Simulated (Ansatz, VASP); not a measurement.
# SnO (Romarchite): VASP beside Ansatz

Wanted: the spread between two codes on one cell, functional and k mesh. The cell is taken from a series of runs on this material, whose earlier steps may have relaxed, scaled, displaced or heated it; both programs get it as it stands.

Program: Ansatz 0.2.0. Level of theory: plane waves, with VASP 6.6.1 beside it; zone-centre phonons at PBEsol with D3(BJ). Results are calculated unless marked as measured.

## (1) Starting point

The structure is tetragonal, space group P4/nmm (No. 129). Conventional cell: a = 3.754 Å, b = 3.754 Å, c = 4.506 Å, α = 90.00°, β = 90.00°, γ = 90.00°. Nearest to O lie 4 Sn at 2.21 Å. Sn has 4 O at 2.21 Å nearest. Farther neighbours and most contacts between anions are not listed.

Structure file:

```cif
data_structure
_symmetry_space_group_name_H-M 'P4/nmm:1'
_symmetry_Int_Tables_number 129
_cell_length_a 3.7536
_cell_length_b 3.7536
_cell_length_c 4.5058
_cell_angle_alpha 90.000
_cell_angle_beta 90.000
_cell_angle_gamma 90.000
_cell_volume 63.49
loop_
_atom_site_label
_atom_site_type_symbol
_atom_site_symmetry_multiplicity
_atom_site_Wyckoff_symbol
_atom_site_fract_x
_atom_site_fract_y
_atom_site_fract_z
_atom_site_occupancy
O1 O 2 a 0.00000 0.00000 0.00000 1
Sn1 Sn 2 c 0.50000 0.00000 0.25702 1
```

## (2) Ansatz: zone-centre phonons, PBEsol with D3(BJ)

Ansatz runs on its PAW soft_1 files.

Second derivatives magnify differences that forces hide, and they need a tight electronic threshold.

input.yaml

```yaml
crystal:
  lattice:
    - [3.7536340653, 0.0, 0.0]
    - [0.0, 3.7536340653, 0.0]
    - [0.0, 0.0, 4.5057567852]
  atoms:
    - { symbol: O, position: [0.0, 0.0, 0.0] }
    - { symbol: O, position: [0.5, 0.5, 0.0] }
    - { symbol: Sn, position: [0.5, 0.0, 0.2570152927] }
    - { symbol: Sn, position: [0.0, 0.5, 0.7429847073] }
kpoints:
  mp_grid: { grid: [12, 12, 12] }
hamiltonian:
  xc: pbesol
  dispersion: d3bj
  pseudopotentials: { kind: paw, azcp: { folder: soft_1 }, xc_functional: pbe }
scf:
  occupations: { method: methfessel_paxton, width: 0.2 }
output:
  eigenvalues: true
phonons:
  method: dfpt
```

Command:

```console
$ ansatz run input.yaml --threads 4 --pin off --max-ram 16384MiB --backend cpu --events-out ev --progress --plain --runs-dir out
```

Numbers of over 12 decimals in the logs are rounded to 6 here.

The log of the run:

```text
zone centre: on kpoints.mp_grid the ground state, and the responses unless they are solved on pairs of k-points, stand on 343 of the mesh's 1728 k-points, reduced under 4 symmetry operations, with k and −k counted as one. Each operation leaves every solved displacement unchanged or reverses it
Engine: ansatz 0.2.0, aarch64-unknown-linux-gnu
Pseudopotentials: kind: paw
Pseudopotential: O, paw, valence charge 6, recommended cutoff 420 eV (normal), soft_1/O.paw.azcp
Pseudopotential: Sn, paw, valence charge 14, recommended cutoff 420 eV (normal), soft_1/Sn.paw.azcp
Functional definition: PBEsol
  exchange = pbesol_x
  correlation = pbesol_c
Crystal: 4 atoms, lattice volume = 63.485 Å³
Basis set: ecut = 420 eV, 1239 PW (Γ), exchange–correlation on 60×60×64 points (8 copies of the dense FFT grid, shifted against one another)
Bands: 24, of which v1, the nominal top of the filled ones, is band 20 counted from 1 (19 counted from 0)
Symmetry: 16 space group operations
k-points: 343 of 1728 (irreducible under 4 space group operations, time reversal used)
Non-local potential: O, projectors of the file, l = 0: 2, l = 1: 2, l = 2: 1
Non-local potential: Sn, projectors of the file, l = 0: 2, l = 1: 2, l = 2: 2, l = 3: 1
PAW form: soft (Blöchl's): semilocal exchange-correlation on the pseudo side does not see the compensation charge
PAW frozen core: O, regenerated for the run's functional, and the local potential with it (the file was generated under x = pbe(κ = 0.804, μ = 0.219515), c = pbe(β = 0.066725))
PAW frozen core: Sn, regenerated for the run's functional, and the local potential with it (the file was generated under x = pbe(κ = 0.804, μ = 0.219515), c = pbe(β = 0.066725))
PAW one-centre angular grid: O, 110 points (default); XC on 64 Gauss nodes
PAW one-centre angular grid: Sn, 590 points (default); XC on 64 Gauss nodes
Initial density: superposition of atomic densities (chi_scale 0.1, normalization cell, long waves kept (reshape's long-wave potential 0.11 eV rms))
Initial wavefunctions: pseudopotential atomic-orbital guess
Functional: x = pbesol(κ = 0.804, μ = 0.123457), c = pbesol(β = 0.046)
SCF iter   1: F=—  HF=-13023.066630 eV  |F-HF|=—  |Δ(HF+E_count)|=         —  Δρ=5.40e-2  dr2=2.35e0  ethr=3.10e-3  ⟨swp⟩=5.4  Hψ=36575  notcnv=0
preconditioner: auto → Kerker (q_TF=auto, 2.526 Å⁻¹)  [metal: Δε(μ)=0.073 eV  Ē_g=18.550 eV  σ=0.200 eV  W_gap=0.30  n_scr=18 (ndim 8)  ℏωp=29.5 eV  f_vac=0.000  D(μ)=0.31/eV (n_scr^D=0)]
SCF iter   2: F=—  HF=-13022.677523 eV  |F-HF|=—  |Δ(HF+E_count)|=   3.89e-1  S|Δr|=    0.00e0  Δρ=2.63e-2  dr2=7.43e-1  ethr=3.10e-3  ⟨swp⟩=3.0  Hψ=19088  notcnv=0
SCF iter   3: F=—  HF=-13022.524095 eV  |F-HF|=—  |Δ(HF+E_count)|=   1.53e-1  S|Δr|=    0.00e0  Δρ=1.42e-2  dr2=2.09e-1  ethr=1.86e-3  ⟨swp⟩=3.0  Hψ=16443  notcnv=0
SCF iter   4: F=—  HF=-13022.483971 eV  |F-HF|=—  |Δ(HF+E_count)|=   4.01e-2  S|Δr|=    0.00e0  Δρ=5.18e-3  dr2=2.32e-2  ethr=5.22e-4  ⟨swp⟩=3.0  Hψ=16893  notcnv=0
SCF iter   5: F=—  HF=-13022.480259 eV  |F-HF|=—  |Δ(HF+E_count)|=   3.71e-3  S|Δr|=    0.00e0  Δρ=1.37e-3  dr2=2.17e-3  ethr=5.80e-5  ⟨swp⟩=2.0  Hψ=14375  notcnv=0
SCF iter   6: F=—  HF=-13022.480293 eV  |F-HF|=—  |Δ(HF+E_count)|=   3.37e-5  S|Δr|=    0.00e0  Δρ=6.27e-4  dr2=3.39e-4  ethr=5.43e-6  ⟨swp⟩=2.6  Hψ=14927  notcnv=0
SCF iter   7: F=—  HF=-13022.480296 eV  |F-HF|=—  |Δ(HF+E_count)|=   3.42e-6  S|Δr|=    0.00e0  Δρ=1.84e-4  dr2=2.81e-5  ethr=8.47e-7  ⟨swp⟩=3.0  Hψ=15522  notcnv=0
SCF iter   8: F=—  HF=-13022.480300 eV  |F-HF|=—  |Δ(HF+E_count)|=   4.11e-6  S|Δr|=    0.00e0  Δρ=6.51e-5  dr2=2.35e-6  ethr=7.02e-8  ⟨swp⟩=2.9  Hψ=14644  notcnv=0
SCF iter   9: F=—  HF=-13022.480301 eV  |F-HF|=—  |Δ(HF+E_count)|=   1.87e-7  S|Δr|=    0.00e0  Δρ=2.23e-5  dr2=2.56e-7  ethr=5.87e-9  ⟨swp⟩=2.1  Hψ=14802  notcnv=0
SCF iter  10: F=—  HF=-13022.480301 eV  |F-HF|=—  |Δ(HF+E_count)|=   1.93e-8  S|Δr|=    0.00e0  Δρ=3.76e-6  dr2=6.59e-9  ethr=6.40e-10  ⟨swp⟩=2.0  Hψ=13666  notcnv=0
SCF iter  11: F=—  HF=-13022.480301 eV  |F-HF|=—  |Δ(HF+E_count)|=   1.92e-9  S|Δr|=    0.00e0  Δρ=1.00e-6  dr2=4.26e-10  ethr=1.65e-11  ⟨swp⟩=2.0  Hψ=11594  notcnv=0
SCF iter  12: F=—  HF=-13022.480301 eV  |F-HF|=—  |Δ(HF+E_count)|=  9.64e-11  S|Δr|=    0.00e0  Δρ=2.08e-7  dr2=2.17e-11  ethr=1.06e-12  ⟨swp⟩=2.0  Hψ=15102  notcnv=0
SCF iter  13: F=-13022.480301 eV  HF=-13022.480301 eV  |F-HF|=0.00e0  |Δ(HF+E_count)|=    0.00e0  S|Δr|=    0.00e0  Δρ=4.26e-8  dr2=1.27e-12  ethr=1.00e-12  ⟨swp⟩=6.1  Hψ=37151  notcnv=0
SCF 1 converged in 13 iterations: F = -13022.480301 eV  dr2 = 1.27e-12
  greatest PAW one-centre occupation: 0.994 electrons in one spin orbital (limit 2), on the Sn atom at site 3 (counted from 0), in its partial waves of l = 2
DFPT response loops at Γ: preconditioner auto → Kerker (q_TF=auto, 2.526 Å⁻¹) (partly filled bands, converged f_vac=0.001); β = 1.00, the filter's whole step (`scf.mixing.beta` (0.50) is not read by the response loops under this deck's `scf.mixing.preconditioner`; to damp them name `kerker` or `kerker_dos`, under which they read `scf.mixing.beta`, and type it under 1.00, their step now; both keys bind the ground state too); Broyden in place of MSR1
SCF converged after 13 iterations
Stability not checked: this state was not tested for a lower state beside it, because cold or Methfessel-Paxton smearing, or corrected tetrahedra, fill the levels in a way that the test cannot read (fill_not_monotonic; see scf.lower_state_search)
Free energy (F): -13022.480301 eV
Harris-Foulkes:  -13022.480301 eV  (|F-HF|=0.00e0)
Internal energy: -13022.478744 eV  (E = F + TS)
E sigma→0 (E₀):  -13022.479911 eV
Entropy (-TS):   -0.001557 eV (-0.389 meV/atom)
Fermi energy:    11.370134 eV
--- Per-component energies (eV) ---
  E_band       = -134.058414
  E_kinetic    = 675.002767
  E_local      = -2654.098329  (includes V_loc(G=0)·N_el)
  E_nonlocal   = 399.968312
  E_hartree    = 1261.081055
  E_xc         = -391.951560
  E_vxc        = -343.783019  (∫ρ·V_xc dr)
  E_paw        = -8905.826960  (= ΣΔE_a)
  E_vpaw       = -733.312262  (= ΣTr[D̂ρ^β])
  E_aug_tail   = 0.002045  (compensation charges beyond the density's cutoff)
  E_ewald      = -3406.341250
  E_disp       = -0.955079  (pairwise vdW)
  E_core_change = 0.640255  (= ΣΔE_core)
  E_smearing   = -0.001557  (= −TS)
  E_closure    = 0.000000  (closes the sum)
  Σ components = -13022.480301   (vs F -13022.480301, Δ=0.00e0)
--- Band table (eV; the first three rows and the last of 343) ---
  k-point 0: bands = [... 16 lower, 7.7177, 8.0893, 8.0893, 11.4501, 13.9418, 15.6456, 15.6456, 16.6834]
  k-point 1: bands = [... 16 lower, 7.7096, 8.0884, 8.0884, 11.4320, 13.7840, 15.4010, 15.4010, 16.6514]
  k-point 2: bands = [... 16 lower, 7.6870, 8.0857, 8.0857, 11.3424, 13.4376, 14.9169, 14.9169, 16.3667]
  k-point 342: bands = [... 16 lower, 8.2008, 8.2008, 8.7714, 8.7714, 13.4756, 13.4756, 16.1228, 16.1228]
--- Phonons (Γ-DFPT): 4 representative perturbations + reference, on 343 of 1728 k-points (Σ response iterations 14) ---
  k mesh reduced under 4 symmetry operations, with k and −k counted as one. Each operation leaves every solved displacement unchanged or reverses it
  ASR residual: 1.095e-5 → 0.000e0 eV/Å²; symmetrization residual: 2.533e-6 eV/Å²
  pairwise dispersion correction: d3bj (s6 = 1.0, s8 = 2.9491, a1 = 0.4466, a2_bohr = 6.1742), with the weights of each atom's references fixed at the reference crystal's, and the forces and stress that the weights' published response gives there kept as a pressure on the atom's counted neighbours (hamiltonian.dispersion)
  ASR residual per site (eV/Å²): 9.36e-6 9.36e-6 1.10e-5 1.10e-5
  Γ frequencies (cm⁻¹): 0.00 0.00 0.00 120.68 120.68 210.81 287.23 287.23 362.04 362.46 485.81 485.81
  non-analytic LO–TO correction: not included (Born effective charges unavailable; polar crystals: no LO–TO splitting at Γ)
```

The column dr2 measures how far the density is from self-consistency, as an energy; F and HF (Harris–Foulkes) agree once it is small.

(Part 1 of 2 ends here.)

[Lines on the potential files, build, host, timing and source positions are cut from VASP's logs without a mark.]

[Logs are printed without paths, hosts, clocks, repeated set-up lines and the standing remarks that a program may print on its own settings, such as how far it seeks lower states.]

[Hosts, paths, dates, database ids (printed as entryN), source tags and the programs' standing remarks are cut or masked in the printed files.]
